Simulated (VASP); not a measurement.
Output of a VASP run:

OSZICAR:
```
       N       E                     dE             d eps       ncg     rms          rms(c)
DAV:   1     0.548373714088E+03    0.54837E+03   -0.28398E+04  1567   0.197E+03
DAV:   2     0.475410282257E+02   -0.50083E+03   -0.49010E+03  1716   0.495E+02
DAV:   3    -0.315648983373E+02   -0.79106E+02   -0.76644E+02  1799   0.154E+02
DAV:   4    -0.361610452667E+02   -0.45961E+01   -0.45571E+01  1937   0.375E+01
DAV:   5    -0.362919412088E+02   -0.13090E+00   -0.13062E+00  2104   0.626E+00    0.735E+00
DAV:   6    -0.356707460744E+02    0.62120E+00   -0.11961E+00  2107   0.116E+01    0.448E+00
DAV:   7    -0.355552339915E+02    0.11551E+00   -0.55813E-01  1829   0.340E+00    0.130E+00
DAV:   8    -0.355491794135E+02    0.60546E-02   -0.10618E-01  2000   0.305E+00    0.291E-01
DAV:   9    -0.355497468718E+02   -0.56746E-03   -0.13417E-02  2058   0.124E+00    0.118E-01
DAV:  10    -0.355498580411E+02   -0.11117E-03   -0.18562E-03  1858   0.334E-01    0.652E-02
DAV:  11    -0.355500274146E+02   -0.16937E-03   -0.37220E-04  2114   0.914E-02    0.318E-02
DAV:  12    -0.355500455521E+02   -0.18138E-04   -0.22465E-05  1664   0.221E-02    0.132E-02
DAV:  13    -0.355500472225E+02   -0.16704E-05   -0.53163E-06  1428   0.170E-02    0.377E-03
DAV:  14    -0.355500473586E+02   -0.13611E-06   -0.67696E-07  1080   0.463E-03
   1 F= -.35550047E+02 E0= -.35549811E+02  d E =-.355500E+02
       N       E                     dE             d eps       ncg     rms          rms(c)
DAV:   1    -0.355616703843E+02   -0.11623E-01   -0.18079E-01  2048   0.471E+00    0.642E-01
DAV:   2    -0.355531787842E+02    0.84916E-02   -0.28036E-02  1877   0.209E+00    0.299E-01
DAV:   3    -0.355508225188E+02    0.23563E-02   -0.39293E-03  2058   0.624E-01    0.682E-02
DAV:   4    -0.355506349946E+02    0.18752E-03   -0.99136E-04  1750   0.287E-01    0.313E-02
DAV:   5    -0.355506269333E+02    0.80613E-05   -0.79450E-05  1976   0.840E-02    0.184E-02
DAV:   6    -0.355506256657E+02    0.12675E-05   -0.45065E-05  1959   0.733E-02    0.829E-03
DAV:   7    -0.355506248617E+02    0.80406E-06   -0.57159E-06  1379   0.256E-02
   2 F= -.35550625E+02 E0= -.35550430E+02  d E =-.577503E-03
```

**OUTCAR**
```
------------------------ aborting loop because EDIFF is reached ----------------------------------------
  FORCE on cell =-STRESS in cart. coord.  units (eV):
  Direction    XX          YY          ZZ          XY          YZ          ZX
  --------------------------------------------------------------------------------------
  Total       -0.0136764     -0.0136764      0.1532161      0.0000000      0.0000000      0.0000000
  in kB       -0.1142223     -0.1142223      1.2796243      0.0000000      0.0000000      0.0000000
  external PRESSURE =       0.3503932 kB  Pullay stress =       0.0000000 kB
  volume of cell :      191.84
      direct lattice vectors                 reciprocal lattice vectors
     5.760701229  0.000000000  0.000000000     0.173589978 -0.000000000  0.000000000
     0.000000000  5.760701229  0.000000000     0.000000000  0.173589978  0.000000000
     0.000000000  0.000000000  5.780719580     0.000000000  0.000000000  0.172988844
 POSITION                                       TOTAL-FORCE (eV/Angst)
 -----------------------------------------------------------------------------------
      0.00000      5.76070      5.62706         0.000000     -0.000000     -0.008426
      2.88035      2.88035      5.62706         0.000000      0.000000     -0.008426
      2.88035      0.00000      3.04402        -0.000000      0.000000      0.008426
      5.76070      2.88035      3.04402         0.000000      0.000000      0.008426
      1.44018      1.44018      1.44518        -0.000000     -0.000000     -0.000000
      4.32053      4.32053      1.44518        -0.000000     -0.000000      0.000000
      4.32053      1.44018      4.33554        -0.000000     -0.000000      0.000000
      1.44018      4.32053      4.33554        -0.000000     -0.000000      0.000000
 -----------------------------------------------------------------------------------
    total drift:                               -0.000000     -0.000000      0.000000
  FREE ENERGIE OF THE ION-ELECTRON SYSTEM (eV)
  ---------------------------------------------------
  free  energy   TOTEN  =       -35.5506248617 eV

  energy  without entropy=      -35.5502343583  energy(sigma->0) =      -35.55042961

 reached required accuracy - stopping structural energy minimisation
```
(Selected blocks of OUTCAR.)

File POSCAR:
```
Ga4P2Sb2
1
    5.7723365464    -0.0000000000     0.0000000000
   -0.0000000000     5.7723365464     0.0000000000
    0.0000000000     0.0000000000     5.7821523372
Ga Sb P
4 2 2
Direct
  0.0000000000   0.0000000000   0.9735525767
  0.5000000000   0.5000000000   0.9735525767
  0.5000000000   0.0000000000   0.5264474233
  0.0000000000   0.5000000000   0.5264474233
  0.2500000000   0.2500000000   0.2500000000
  0.7500000000   0.7500000000   0.2500000000
  0.7500000000   0.2500000000   0.7500000000
  0.2500000000   0.7500000000   0.7500000000
```

Problem. Write an INCAR and KPOINTS that could have produced this output.

Solution. This is not unique; one that fits is the input of the run itself, PBEsol GGA, plane waves, VASP's PBE PAW potentials (set 64).

INCAR:
```
SYSTEM = Ga4P2Sb2
PREC = Accurate
ENCUT = 400
EDIFF = 1E-6
NELM = 100
ALGO = Normal
LREAL = .FALSE.
LASPH = .TRUE.
ISMEAR = 0
SIGMA = 0.05
GGA = PS
LMAXMIX = 4
LWAVE = .FALSE.
LCHARG = .FALSE.
IBRION = 2
ISIF = 3
NSW = 60
EDIFFG = -0.02
```

File KPOINTS:
```
Automatic mesh
0
gamma
 4 4 4
```

POTCAR, in this order: Ga_d Sb P (PBE.64 set). Program: vasp_std.

The structure was generated: Ga4P2Sb2 was put into an ordered model structure (P-4m2), which need not be its known phase. This run relaxes it. Symmetry was kept, so distortions that lower it aren't found. The start is the result of an earlier pass.
